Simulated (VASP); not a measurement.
Given:

```
CELL_PARAMETERS angstrom
      3.43060    -1.84496    -0.05592
      3.43060     1.84496    -0.05592
      2.48816     0.00000     2.99752
ATOMIC_POSITIONS crystal
  As 0.23073 0.23073 0.23073
  As 0.76927 0.76927 0.76927
```

Method: LDA (Ceperley-Alder, Perdew-Zunger), VASP's LDA PAW potentials (set 64) (plane waves; VASP). Settings: 520 eV cut-off, 12×12×12 Γ-centred mesh, first-order Methfessel-Paxton smearing of 0.10 eV, potentials As.

Q: The ions and cell shape at fixed volume are relaxed. What does this cell relax into?

A: 
```
CELL_PARAMETERS angstrom
      3.37708    -1.86189    -0.08266
      3.37708     1.86189    -0.08266
      2.42600     0.00000     2.99878
ATOMIC_POSITIONS crystal
  As 0.23365 0.23365 0.23365
  As 0.76635 0.76635 0.76635
```
Space group R-3m (166), at a tolerance of 0.03 Å.

Q: How much energy does the relaxation gain?

A: The energy (σ→0) changes by -7.3 meV/atom, in 7 ionic steps.

| step | E(σ→0) (eV) | max force (eV/Å) | pressure (GPa) | volume (Å³) |
|---|---|---|---|---|
| 1 | -10.7421 | 0.392 | 6.06 | 38.46 |
| 2 | -10.7535 | 0.098 | 4.92 | 38.46 |
| 3 | -10.7552 | 0.058 | 4.31 | 38.46 |
| 4 | -10.7565 | 0.022 | 4.23 | 38.46 |
| 5 | -10.7566 | 0.014 | 4.21 | 38.46 |
| 6 | -10.7566 | 0.013 | 4.20 | 38.46 |
| 7 | -10.7566 | 0.003 | 4.24 | 38.46 |

The compound is As in the a7 structure. This cell is one point of a volume scan, at 0.94 of the reference volume. Symmetry was kept, so distortions that lower it aren't found.
